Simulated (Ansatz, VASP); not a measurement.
## Cross-check of Se between VASP and Ansatz

One calculation is typed for both programs; each brings its own data sets and cutoff. How far apart do they land? The cell is taken from a series of VASP runs on this material, whose earlier steps may have relaxed, scaled or displaced it; both programs get it as it stands.

Program: Ansatz 0.2.0. Level of theory: plane waves, with VASP 6.6.1 beside it; band structure at HSE06. Results are calculated unless marked as measured.

### 1. Starting point

It takes space group P3_121 (No. 152, trigonal). The conventional cell has a = 4.366 Å, b = 4.366 Å, c = 4.954 Å, α = 90.00°, β = 90.00°, γ = 120.00°. Se has 2 Se at 2.41 Å nearest.

Coordinates:

```cif
data_structure
_symmetry_space_group_name_H-M 'P 1'
_symmetry_Int_Tables_number 1
_cell_length_a 4.3662
_cell_length_b 4.3662
_cell_length_c 4.9536
_cell_angle_alpha 90.000
_cell_angle_beta 90.000
_cell_angle_gamma 120.000
_cell_volume 81.78
loop_
_atom_site_label
_atom_site_type_symbol
_atom_site_fract_x
_atom_site_fract_y
_atom_site_fract_z
_atom_site_occupancy
Se1 Se 0.23206 0.00000 0.33333 1
Se2 Se 0.00000 0.23206 0.66667 1
Se3 Se 0.76794 0.76794 0.00000 1
```

### 2. Ansatz: band structure, HSE06

Ansatz runs on its default PAW (the set named soft_2) files.

Levels along a path test the potential and the projectors away from the mesh points.

input.yaml reads:

```yaml
crystal:
  lattice:
    - [4.366199949, 0.0, 0.0]
    - [-2.183099974, 3.781240074, 0.0]
    - [0.0, 0.0, 4.9536]
  atoms:
    - { symbol: Se, position: [0.2320588278, 0.0, 0.333333333] }
    - { symbol: Se, position: [0.0, 0.2320588278, 0.666666667] }
    - { symbol: Se, position: [0.7679411722, 0.7679411722, 0.0] }
hamiltonian:
  xc: { exchange: pbe, correlation: pbe, exx: { coeff: 0.25, omega: 0.2 } }
  pseudopotentials: { kind: paw }
kpoints:
  mp_grid: { grid: [4, 4, 4] }
  band_path:
    path:
      - [0.0, 0.0, 0.0]
      - [0.42857, 0.0, 0.0]
      - [0.40476, 0.19048, 0.0]
      - [0.19048, 0.19048, 0.0]
      - [0.0, 0.0, 0.07143]
      - [0.0, 0.0, 0.42857]
      - [0.0, 0.0, 0.5]
      - [0.42857, 0.0, 0.5]
      - [0.5, 0.0, 0.5]
      - [0.38095, 0.2381, 0.5]
      - [0.19048, 0.19048, 0.5]
      - [0.5, 0.0, 0.35714]
      - [0.33333, 0.33333, 0.0]
      - [0.33333, 0.33333, 0.5]
    npoints: 1
scf:
  occupations: { method: gaussian, width: 0.02 }
  n_extra_bands: 7
output:
  forces: true
  stress: true
  eigenvalues: true
```

Run with:

```sh
$ ansatz run input.yaml --threads 4 --pin off --max-ram 9216MiB --backend cpu --events-out ev --progress --plain --runs-dir out
```

Numbers of over 12 decimals in the logs are rounded to 6 here.

What it wrote:

```text
Warning: output.stress: scf.convergence.dr2_threshold = 1e-7 eV (the SCF's general default) is looser than the 3e-10 eV advised for a printed stress (1e-10 eV for each atom of the cell: 3). What an SCF threshold leaves in a stress goes as its square root, and in the free energy as the threshold itself, and one threshold admits the most on a small cell: [figures from the program's tests cut] Set scf.convergence.dr2_threshold to 3e-10 eV or tighter. The threshold is an SCF's pass mark: one that does not reach it within its budget of iterations ends unconverged, or closes short of it on a stop that the run arms, and scf.convergence.dr2_threshold's page says what that costs each kind of run
Warning: output.stress: scf.exx.energy_threshold = 1e-6 eV is looser than the 3e-8 eV advised for a stress under a hybrid functional (1e-8 eV for each atom of the cell: 3). Every SCF of the exchange loop can meet its threshold on dr2 while the loop round them stops early: no threshold on dr2 bounds what that leaves in the stress. Set scf.exx.energy_threshold to 3e-8 eV or tighter. The threshold is the loop's pass mark: a loop that does not reach it within its budget of cycles ends unconverged, and scf.exx.energy_threshold's page has the law
scf.n_extra_bands = 7 over 24 filled bands (N_el = 48.0): the run solves 31 bands
Engine: ansatz 0.2.0, aarch64-unknown-linux-gnu
Pseudopotentials: kind: paw
Pseudopotential: Se, paw, valence charge 16, recommended cutoff 420 eV (normal), Se.paw.azcp
Functional definition: unnamed
  parameter a_1 = 0.25
  parameter omega_1 = 0.2/angstrom
  exchange = pbe_x + (-a_1)*pbe_x_sr(omega_1) + a_1*exact_x_sr(omega_1)
  correlation = pbe_c
Crystal: 3 atoms, lattice volume = 81.782 Å³
Basis set: ecut = 420 eV, 1583 PW (Γ), exchange–correlation on 60×60×72 points (8 copies of the dense FFT grid, shifted against one another)
Bands: 31, of which v1, the nominal top of the filled ones, is band 24 counted from 1 (23 counted from 0)
Symmetry: 6 space group operations
Space group: P3121 (ITA 152), of the structure as read, at distance tolerance 4.3e-5 Å
k-points: 13 of 64 (time reversal used)
Non-local potential: Se, projectors of the file, l = 0: 2, l = 1: 2, l = 2: 3, l = 3: 1
PAW form: soft (Blöchl's): semilocal exchange-correlation on the pseudo side does not see the compensation charge
PAW frozen core: Se, regenerated for the run's functional, and the local potential with it (the file was generated under x = pbe(κ = 0.804, μ = 0.219515), c = pbe(β = 0.066725))
PAW one-centre angular grid: Se, 590 points (default); XC on 64 Gauss nodes
Initial density: superposition of atomic densities (neutral atoms: chi_scale 0, normalization atom), corrected by the library's trained network
Initial wavefunctions: pseudopotential atomic-orbital guess
Functional: x = pbe(κ = 0.804, μ = 0.219515), c = pbe(β = 0.066725), warm-up for x = pbe(κ = 0.804, μ = 0.219515) + 0.25 (exact − pbe) at short range (hse, ω = 0.2 Å⁻¹), c = pbe(β = 0.066725)
SCF iter   1: F=—  HF=-16407.213855 eV  |F-HF|=—  |Δ(HF+E_count)|=         —  Δρ=1.40e-3  dr2=1.12e-3  ethr=1.77e-3  ⟨swp⟩=7.6  Hψ=1637  notcnv=0
preconditioner: auto → none  [insulator: Δε(μ)=1.017 eV  Ē_g=11.653 eV  σ=0.020 eV  W_gap=1.00  n_scr=20 (ndim 8)  ℏωp=17.4 eV  f_vac=0.089  D(μ)=0.00/eV (n_scr^D=0)]
SCF iter   2: F=—  HF=-16407.214666 eV  |F-HF|=—  |Δ(HF+E_count)|=   8.11e-4  Δρ=6.35e-4  dr2=1.39e-4  ethr=2.34e-6  ⟨swp⟩=4.4  Hψ=1207  notcnv=0  defer=3
iter 3 solved again at ethr=2.31e-8 eV; its pass at ethr=2.90e-7 eV (dr2=1.11e-5 eV) is discarded
SCF iter   3: F=-16407.215050 eV  HF=-16407.215006 eV  |F-HF|=4.39e-5  |Δ(HF+E_count)|=   3.41e-4  Δρ=1.81e-4  dr2=1.11e-5  ethr=2.31e-8  ⟨swp⟩=2.5  Hψ=1629  notcnv=0  defer=3
SCF 1 stopped early in 3 iterations: F = -16407.215050 eV  dr2 = 1.11e-5
  greatest PAW one-centre occupation: 1.000 electrons in one spin orbital (limit 2), on the Se atom at site 2 (counted from 0), in its partial waves of l = 2
Initial density: handed on by an earlier stage of this run
Initial wavefunctions: those handed on with the density
Functional: x = pbe(κ = 0.804, μ = 0.219515) + 0.25 (exact − pbe) at short range (hse, ω = 0.2 Å⁻¹), c = pbe(β = 0.066725)
Exchange kernel: α = 0.2500, screened, ω = 0.2000 Å⁻¹, Wigner–Seitz truncation, v(0) = 1121.8109 eV·Å³, q-mesh 4×4×4, nearest image of the exchange supercell L = 17.46 Å, pair-density grid 18×18×24, without the augmentation charges, whose exchange is taken in its separable form by FFT convolution over the k-point mesh (sized by the pseudopotential files, 27×27×36 at the most), smooth part of the exact exchange by density-matrix convolution
Frozen-core exchange: fock
SCF iter   1: F=—  HF=-16411.375346 eV  |F-HF|=—  |Δ(HF+E_count)|=         —  Δρ=5.17e-3  dr2=1.16e-2  ethr=2.32e-7  ⟨swp⟩=8.5  Hψ=2035  notcnv=0
preconditioner: auto → none  [insulator: Δε(μ)=1.682 eV  Ē_g=13.090 eV  σ=0.020 eV  W_gap=1.00  n_scr=20 (ndim 8)  ℏωp=17.4 eV  f_vac=0.088  D(μ)=0.00/eV (n_scr^D=0)]
SCF iter   2: F=—  HF=-16411.361208 eV  |F-HF|=—  |Δ(HF+E_count)|=   1.41e-2  Δρ=2.29e-3  dr2=3.01e-3  ethr=2.32e-7  ⟨swp⟩=4.0  Hψ=1430  notcnv=0
SCF iter   3: F=—  HF=-16411.360471 eV  |F-HF|=—  |Δ(HF+E_count)|=   7.36e-4  Δρ=6.01e-4  dr2=2.01e-3  ethr=2.32e-7  ⟨swp⟩=3.0  Hψ=1030  notcnv=0
[...]
SCF iter   7: F=-16411.375840 eV  HF=-16411.375840 eV  |F-HF|=3.57e-8  |Δ(HF+E_count)|=   4.35e-6  Δρ=7.02e-6  dr2=2.06e-6  ethr=1.29e-8  ⟨swp⟩=4.0  Hψ=864  notcnv=0
SCF 2 stopped early in 7 iterations: F = -16411.375840 eV  dr2 = 2.06e-6
  Residual-converged pass: ⟨swp⟩=4.0  Hψ=1118  notcnv=0  max |occ|·‖R‖ = 6.1e-6 eV (tolerance 6.7e-6 eV)  dr2=2.05e-6  dr2_onsite=6.90e-9  max |Δocc| = 0.0e0
  greatest PAW one-centre occupation: 1.000 electrons in one spin orbital (limit 2), on the Se atom at site 0 (counted from 0), in its partial waves of l = 2
hybrid outer 1: dexx = +1.798e-2 eV, tail = 3.50e-4 eV
Exchange kernel: α = 0.2500, screened, ω = 0.2000 Å⁻¹, Wigner–Seitz truncation, v(0) = 1121.8109 eV·Å³, q-mesh 4×4×4, nearest image of the exchange supercell L = 17.46 Å, pair-density grid 18×18×24, without the augmentation charges, whose exchange is taken in its separable form by FFT convolution over the k-point mesh (sized by the pseudopotential files, 27×27×36 at the most), smooth part of the exact exchange by density-matrix convolution
Frozen-core exchange: fock
SCF iter   1: F=—  HF=-16411.376384 eV  |F-HF|=—  |Δ(HF+E_count)|=         —  Δρ=5.91e-5  dr2=1.48e-6  ethr=3.65e-6  ⟨swp⟩=2.8  Hψ=816  notcnv=0
preconditioner: auto → none  [insulator: Δε(μ)=1.745 eV  Ē_g=13.116 eV  σ=0.020 eV  W_gap=1.00  n_scr=20 (ndim 8)  ℏωp=17.4 eV  f_vac=0.091  D(μ)=0.00/eV (n_scr^D=0)]
SCF iter   2: F=—  HF=-16411.376387 eV  |F-HF|=—  |Δ(HF+E_count)|=   3.90e-6  Δρ=2.63e-5  dr2=4.64e-7  ethr=2.57e-9  ⟨swp⟩=4.0  Hψ=1415  notcnv=0
SCF iter   3: F=—  HF=-16411.376387 eV  |F-HF|=—  |Δ(HF+E_count)|=   1.86e-7  Δρ=3.50e-6  dr2=2.40e-7  ethr=4.57e-10  ⟨swp⟩=3.0  Hψ=1047  notcnv=0
SCF iter   4: F=—  HF=-16411.376389 eV  |F-HF|=—  |Δ(HF+E_count)|=   1.28e-6  Δρ=7.40e-6  dr2=3.52e-8  ethr=1.68e-11  ⟨swp⟩=4.5  Hψ=1495  notcnv=0  defer=2
SCF iter   5: F=—  HF=-16411.376388 eV  |F-HF|=—  |Δ(HF+E_count)|=   8.44e-9  Δρ=1.40e-6  dr2=4.74e-9  ethr=1.68e-11  ⟨swp⟩=3.0  Hψ=835  notcnv=0
SCF iter   6: F=—  HF=-16411.376389 eV  |F-HF|=—  |Δ(HF+E_count)|=   2.51e-8  Δρ=1.41e-6  dr2=1.62e-9  ethr=1.17e-12  ⟨swp⟩=4.3  Hψ=1240  notcnv=0  defer=2
SCF iter   7: F=-16411.376389 eV  HF=-16411.376389 eV  |F-HF|=0.00e0  |Δ(HF+E_count)|=  6.15e-10  Δρ=1.34e-7  dr2=1.56e-10  ethr=1.17e-12  ⟨swp⟩=3.0  Hψ=1029  notcnv=0
SCF 3 converged in 7 iterations: F = -16411.376389 eV  dr2 = 1.56e-10
  Residual-converged pass: ⟨swp⟩=2.0  Hψ=708  notcnv=0  max |occ|·‖R‖ = 4.8e-7 eV (tolerance 5.4e-7 eV)  dr2=1.56e-10  dr2_onsite=6.02e-12  max |Δocc| = 0.0e0
hybrid outer 2: dexx = +1.836e-6 eV, tail = 9.09e-8 eV, Δε = 3.63e-3 eV (about 1.64e-4 eV left of the loop's levels), ΔF = 1.63e-2 eV/Å (tail 3.43e-3)
Exchange kernel: α = 0.2500, screened, ω = 0.2000 Å⁻¹, Wigner–Seitz truncation, v(0) = 1121.8109 eV·Å³, q-mesh 4×4×4, nearest image of the exchange supercell L = 17.46 Å, pair-density grid 18×18×24, without the augmentation charges, whose exchange is taken in its separable form by FFT convolution over the k-point mesh (sized by the pseudopotential files, 27×27×36 at the most), smooth part of the exact exchange by density-matrix convolution
Frozen-core exchange: fock
SCF iter   1: F=—  HF=-16411.376389 eV  |F-HF|=—  |Δ(HF+E_count)|=         —  Δρ=1.55e-6  dr2=1.20e-9  ethr=9.47e-10  ⟨swp⟩=7.8  Hψ=913  notcnv=0
preconditioner: auto → none  [insulator: Δε(μ)=1.746 eV  Ē_g=13.116 eV  σ=0.020 eV  W_gap=1.00  n_scr=20 (ndim 8)  ℏωp=17.4 eV  f_vac=0.091  D(μ)=0.00/eV (n_scr^D=0)]
SCF iter   2: F=-16411.376389 eV  HF=-16411.376389 eV  |F-HF|=1.09e-11  |Δ(HF+E_count)|=  8.69e-10  Δρ=3.51e-7  dr2=1.70e-10  ethr=2.20e-12  ⟨swp⟩=4.0  Hψ=1298  notcnv=0
SCF 4 converged in 2 iterations: F = -16411.376389 eV  dr2 = 1.70e-10
  Residual-converged pass: ⟨swp⟩=2.0  Hψ=545  notcnv=0  max |occ|·‖R‖ = 7.2e-7 eV (tolerance 7.6e-7 eV)  dr2=1.71e-10  dr2_onsite=3.15e-11  max |Δocc| = 0.0e0
hybrid outer 3: dexx = +9.187e-10 eV, tail = 4.37e-10 eV, Δε = 4.62e-5 eV (about 7.13e-6 eV left of the loop's levels), ΔF = 5.64e-4 eV/Å (tail 3.98e-4)
NSCF: frozen V_eff on 14 k-points
hybrid SCF converged: 3 outer / 16 inner (+3 warm-up), last move |dexx| = 9.19e-10 eV, tail = 4.37e-10 eV
Stability not checked: this state was not tested for a lower state beside it, because the functional holds exact exchange (a hybrid, or Hartree-Fock), whose exchange loop this test does not read (fock_operator; see scf.lower_state_search)
Free energy (F): -16411.376389 eV
Frozen-core exchange: fock
Harris-Foulkes:  -16411.376389 eV  (|F-HF|=1.09e-11)
Internal energy: -16411.376389 eV  (E = F + TS)
E sigma→0 (E₀):  -16411.376389 eV
Fermi energy:    7.309384 eV
--- Per-component energies (eV) ---
  E_band       = -1375.375779
  E_kinetic    = 347.829993
  E_local      = -7673.940295  (includes V_loc(G=0)·N_el)
  E_nonlocal   = -1784.650466
  E_hartree    = 3759.560602
  E_xc         = -248.887967
  E_vxc        = -233.179958  (∫ρ·V_xc dr)
  E_exx        = -204.739348  (= α·E_x^exact, valence–valence)
  E_paw        = -5591.309387  (= ΣΔE_a)
  E_vpaw       = 858.924046  (= ΣTr[D̂ρ^β])
  E_aug_tail   = -0.001799  (compensation charges beyond the density's cutoff)
  E_ewald      = -5012.024351
  E_core_change = -3.213371  (= ΣΔE_core)
  E_smearing   = -0.000000  (= −TS)
  E_closure    = 0.000000  (closes the sum)
  Σ components = -16411.376389   (vs F -16411.376389, Δ=0.00e0)
--- Forces (eV/Å), atoms counted from 1 ---
  atom   1  Se    -0.61860678     0.00000000    -0.00000000
  atom   2  Se     0.30930339    -0.53572919     0.00000000
  atom   3  Se     0.30930339     0.53572919     0.00000000
  max |Σ_I F_I| component: 1.11e-16 eV/Å
--- Stress (GPa, compression-positive) ---
       -0.786989      -0.000000      -0.000000
       -0.000000      -0.786989       0.000000
       -0.000000       0.000000      -1.352345
  P = ⅓ Tr σ = -0.9754 GPa (-9.754 kbar)
--- Band table (eV; the first three rows and the last of 13) ---
  k-point 0: bands = [... 20 lower, 2.4417, 4.1057, 4.1057, 5.7652, 9.0142, 9.0142, 9.2066, 13.5724, ... 3 higher]
  k-point 1: bands = [... 20 lower, 2.7726, 4.1594, 4.6275, 5.3496, 8.4950, 8.6372, 8.6854, 14.0027, ... 3 higher]
  k-point 2: bands = [... 20 lower, 2.8260, 4.5976, 4.5976, 5.0643, 8.1821, 8.1821, 8.3868, 13.6419, ... 3 higher]
  k-point 12: bands = [... 20 lower, 1.3717, 5.2076, 5.5969, 5.8252, 8.5787, 9.6586, 10.0499, 13.7101, ... 3 higher]
```

Wall time 47 s (4 threads of Arm Neoverse V2, shared host); peak memory 1 GiB; 2.9 min of CPU time.

Reading the cycles: dr2 is the Hartree energy of the density residual (eV), the measure of convergence; HF is the Harris–Foulkes estimate of the energy, which meets the free energy F at convergence.

(Part 1 of 2 ends here.)

[Lines on the potential files, build, host, timing and source positions are cut from VASP's logs without a mark.]

[Logs are printed without paths, hosts, clocks, repeated set-up lines and the standing remarks that a program may print on its own settings, such as how far it seeks lower states.]

[Hosts, paths, dates, database ids (printed as entryN), source tags and the programs' standing remarks are cut or masked in the printed files.]
